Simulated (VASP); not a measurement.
Computed with PBEsol GGA, VASP's PBE PAW potentials (set 64) (plane waves; VASP).

Input for VASP

File POSCAR:
```
Be3CdS4
1.0
 -0.0379841393   5.0861373506   5.1611628002
  5.0861373506  -0.0379841393   5.1611628002
  2.5240766056   2.5240766056   0.0000000000
Cd S Be
1 4 3
Cartesian
  5.0481532116   5.0481532116  10.2744237904
  1.2620383031   1.2620383031   1.5871815766
  3.6792694180   1.3688837933   3.7476424781
  1.3688837933   3.6792694180   3.7476424781
  3.7861149087   3.7861149087   6.4477366858
  5.0580259687   2.5142038476   2.5891756208
  2.5142038476   5.0580259687   2.5891756208
  2.5240766054   2.5240766054   5.1451613509
```

File KPOINTS:
```
Automatic mesh
0
Gamma
4 4 7
0 0 0
```

INCAR:
```
! general
SYSTEM =Be3CdS4
PREC   =Accurate
ENCUT  =400
LREAL  =.False.
LASPH  =.True.

! electronic loop
EDIFF  =1E-6
NELM   =100
ALGO   =Normal
LMAXMIX=4

! smearing
ISMEAR =0
SIGMA  =0.05

! functional
GGA    =PS

! ions
IBRION =2
NSW    =60
ISIF   =3
EDIFFG =-0.02

! output
LWAVE  =.False.
LCHARG =.False.
```

POTCAR, in this order: Cd S Be (PBE.64 set). Program: vasp_std.

The run wrote:

OSZICAR:
```
       N       E                     dE             d eps       ncg     rms          rms(c)
DAV:   1     0.204741897886E+03    0.20474E+03   -0.16806E+04  1924   0.116E+03
DAV:   2    -0.240073324435E+02   -0.22875E+03   -0.22367E+03  2392   0.269E+02
DAV:   3    -0.386508984282E+02   -0.14644E+02   -0.14607E+02  2430   0.755E+01
DAV:   4    -0.388851127282E+02   -0.23421E+00   -0.23395E+00  2584   0.101E+01
DAV:   5    -0.388891015843E+02   -0.39889E-02   -0.39874E-02  2508   0.131E+00    0.136E+01
DAV:   6    -0.376857077226E+02    0.12034E+01   -0.25901E+00  2638   0.225E+01    0.105E+01
DAV:   7    -0.375889104909E+02    0.96797E-01   -0.17826E+00  2416   0.757E+00    0.438E+00
DAV:   8    -0.375709899769E+02    0.17921E-01   -0.32486E-01  2384   0.621E+00    0.123E+00
DAV:   9    -0.375694024414E+02    0.15875E-02   -0.44455E-02  2456   0.266E+00    0.258E-01
DAV:  10    -0.375691855936E+02    0.21685E-03   -0.32940E-03  2416   0.477E-01    0.145E-01
DAV:  11    -0.375692254641E+02   -0.39870E-04   -0.41731E-04  2496   0.133E-01    0.106E-01
DAV:  12    -0.375692832350E+02   -0.57771E-04   -0.17830E-04  2396   0.131E-01    0.489E-02
DAV:  13    -0.375692870177E+02   -0.37827E-05   -0.76328E-05  2204   0.625E-02    0.254E-02
DAV:  14    -0.375692866152E+02    0.40248E-06   -0.48190E-06  2552   0.138E-02
   1 F= -.37569287E+02 E0= -.37569287E+02  d E =-.375693E+02
       N       E                     dE             d eps       ncg     rms          rms(c)
DAV:   1    -0.375696454434E+02   -0.35843E-03   -0.11941E-02  2020   0.695E-01    0.960E-02
DAV:   2    -0.375695303788E+02    0.11506E-03   -0.66959E-04  2534   0.237E-01    0.502E-02
DAV:   3    -0.375695005866E+02    0.29792E-04   -0.55762E-05  2396   0.517E-02    0.334E-02
DAV:   4    -0.375694927391E+02    0.78475E-05   -0.15517E-05  2442   0.256E-02    0.894E-03
DAV:   5    -0.375694928059E+02   -0.66762E-07   -0.22402E-06  1636   0.138E-02
   2 F= -.37569493E+02 E0= -.37569493E+02  d E =-.206191E-03
       N       E                     dE             d eps       ncg     rms          rms(c)
DAV:   1    -0.375696305559E+02   -0.13782E-03   -0.55044E-03  2008   0.471E-01    0.675E-02
DAV:   2    -0.375695758960E+02    0.54660E-04   -0.30638E-04  2526   0.157E-01    0.321E-02
DAV:   3    -0.375695617239E+02    0.14172E-04   -0.26575E-05  2386   0.352E-02    0.209E-02
DAV:   4    -0.375695587041E+02    0.30199E-05   -0.67691E-06  2428   0.168E-02    0.630E-03
DAV:   5    -0.375695588799E+02   -0.17584E-06   -0.87273E-07  1166   0.877E-03
   3 F= -.37569559E+02 E0= -.37569559E+02  d E =-.272265E-03
       N       E                     dE             d eps       ncg     rms          rms(c)
DAV:   1    -0.375698025727E+02   -0.24387E-03   -0.22011E-02  1964   0.941E-01    0.135E-01
DAV:   2    -0.375695839625E+02    0.21861E-03   -0.12305E-03  2518   0.316E-01    0.649E-02
DAV:   3    -0.375695262863E+02    0.57676E-04   -0.10665E-04  2368   0.706E-02    0.421E-02
DAV:   4    -0.375695118918E+02    0.14394E-04   -0.27235E-05  2460   0.337E-02    0.124E-02
DAV:   5    -0.375695117371E+02    0.15472E-06   -0.39356E-06  2192   0.177E-02
   4 F= -.37569512E+02 E0= -.37569512E+02  d E =-.225122E-03
       N       E                     dE             d eps       ncg     rms          rms(c)
DAV:   1    -0.375697188175E+02   -0.20693E-03   -0.10973E-02  1954   0.664E-01    0.953E-02
DAV:   2    -0.375696111672E+02    0.10765E-03   -0.61783E-04  2526   0.225E-01    0.471E-02
DAV:   3    -0.375695814200E+02    0.29747E-04   -0.52990E-05  2358   0.497E-02    0.304E-02
DAV:   4    -0.375695714584E+02    0.99616E-05   -0.13696E-05  2444   0.238E-02    0.845E-03
DAV:   5    -0.375695703545E+02    0.11039E-05   -0.18393E-06  1422   0.125E-02    0.463E-03
DAV:   6    -0.375695701825E+02    0.17206E-06   -0.38462E-07  1114   0.499E-03
   5 F= -.37569570E+02 E0= -.37569570E+02  d E =-.283567E-03
       N       E                     dE             d eps       ncg     rms          rms(c)
DAV:   1    -0.375697428087E+02   -0.17245E-03   -0.44886E-02  1934   0.111E+00    0.693E-02
DAV:   2    -0.375697267619E+02    0.16047E-04   -0.50187E-04  2606   0.164E-01    0.354E-02
DAV:   3    -0.375697113969E+02    0.15365E-04   -0.19540E-05  2330   0.314E-02    0.224E-02
DAV:   4    -0.375697053915E+02    0.60054E-05   -0.90326E-06  2456   0.190E-02    0.704E-03
DAV:   5    -0.375697049467E+02    0.44482E-06   -0.99773E-07  1146   0.740E-03
   6 F= -.37569705E+02 E0= -.37569705E+02  d E =-.134764E-03
       N       E                     dE             d eps       ncg     rms          rms(c)
DAV:   1    -0.375697974101E+02   -0.92019E-04   -0.51907E-02  1934   0.120E+00    0.746E-02
DAV:   2    -0.375697784498E+02    0.18960E-04   -0.58139E-04  2598   0.177E-01    0.378E-02
DAV:   3    -0.375697606329E+02    0.17817E-04   -0.22796E-05  2330   0.339E-02    0.239E-02
DAV:   4    -0.375697537578E+02    0.68750E-05   -0.10477E-05  2492   0.205E-02    0.761E-03
DAV:   5    -0.375697532670E+02    0.49083E-06   -0.11587E-06  1148   0.797E-03
   7 F= -.37569753E+02 E0= -.37569753E+02  d E =-.183085E-03
```

### OUTCAR
```
------------------------ aborting loop because EDIFF is reached ----------------------------------------
  FORCE on cell =-STRESS in cart. coord.  units (eV):
  Direction    XX          YY          ZZ          XY          YZ          ZX
  --------------------------------------------------------------------------------------
  Total        0.0100945      0.0100945     -0.0433687     -0.0273788     -0.0000000     -0.0000000
  in kB        0.1212063      0.1212063     -0.5207373     -0.3287427     -0.0000000     -0.0000000
  external PRESSURE =      -0.0927749 kB  Pullay stress =       0.0000000 kB
  volume of cell :      133.43
      direct lattice vectors                 reciprocal lattice vectors
    -0.042205578  5.079663602  5.171642526    -0.097620611  0.097620611  0.096681083
     5.079663602 -0.042205578  5.171642526     0.097620611 -0.097620611  0.096681083
     2.518729012  2.518729012  0.000000000     0.198512820  0.198512820 -0.193362166
 POSITION                                       TOTAL-FORCE (eV/Angst)
 -----------------------------------------------------------------------------------
      5.03746      5.03746     10.29147        -0.000000     -0.000000     -0.010522
      1.25936      1.25936      1.58698        -0.000000     -0.000000     -0.017998
      3.67164      1.36581      3.75785        -0.006335      0.006335     -0.009410
      1.36581      3.67164      3.75785         0.006335     -0.006335     -0.009410
      3.77809      3.77809      6.46398         0.000000      0.000000      0.005570
      5.04632      2.50986      2.59246         0.001164     -0.001164      0.013812
      2.50986      5.04632      2.59246        -0.001164      0.001164      0.013812
      2.51873      2.51873      5.15845         0.000000      0.000000      0.014145
 -----------------------------------------------------------------------------------
    total drift:                               -0.000003     -0.000003     -0.000011
  FREE ENERGIE OF THE ION-ELECTRON SYSTEM (eV)
  ---------------------------------------------------
  free  energy   TOTEN  =       -37.5697532670 eV

  energy  without entropy=      -37.5697532670  energy(sigma->0) =      -37.56975327

 reached required accuracy - stopping structural energy minimisation
```
(Selected blocks of OUTCAR.)

CONTCAR:
```
Be3CdS4
   1.00000000000000
    -0.0422055776278856    5.0796636020401804    5.1716425260137298
     5.0796636020401804   -0.0422055776278856    5.1716425260137298
     2.5187290121561521    2.5187290121561521    0.0000000000000991
  Cd              S               Be
     1     4     3
Direct
     0.9949900142267332    0.9949900142267332    0.0100199716465429
     0.1534307772300255    0.1534307772300255    0.1931384456399506
     0.1382162990654384    0.5884093563513478    0.2733743445832137
     0.5884093563513478    0.1382162990654384    0.2733743445832137
     0.6249442738795401    0.6249442738795401    0.2501114523409145
     0.0030313271097833    0.4982533119627504    0.9987153608274644
     0.4982533119627504    0.0030313271097833    0.9987153608274644
     0.4987246401743814    0.4987246401743814    0.0025507195512355
```

The structure was generated: Be3CdS4 was put into an ordered model structure (Amm2), which need not be its known phase. This run relaxes it. Symmetry was kept, so distortions that lower it aren't found. The start is the result of an earlier pass.
